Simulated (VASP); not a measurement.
Data:

```yaml
crystal:
  lattice:
    - [0.00000, 1.95290, 1.95290]
    - [1.95290, 0.00000, 1.95290]
    - [1.95290, 1.95290, 0.00000]
  atoms:
    - { symbol: Pd, position: [0.00000, 0.00000, 0.00000] }
```

The numbers are results of PBE GGA with D4 dispersion, VASP's PBE PAW potentials (set 64) (plane waves; VASP 6.6.1), not measurements. Run with 520 eV cut-off, Gaussian smearing of 0.050 eV, potentials Pd.

Problem. Give the energies of bands 1 to 6 at the high-symmetry points, in eV from the Fermi level.

Solution. 
```csv
band,Γ,X,U,L,W
1,-7.05,-5.29,-4.64,-5.20,-4.24
2,-2.77,-5.01,-4.07,-2.82,-3.31
3,-2.77,-0.03,-1.92,-2.82,-3.31
4,-2.77,0.30,-0.92,-0.01,-1.28
5,-1.19,0.30,-0.14,-0.01,0.31
6,-1.19,3.37,7.09,1.05,8.87
```

It has no gap at this level: it comes out as a metal or semimetal.

The compound is Pd in the fcc structure. It was relaxed first.
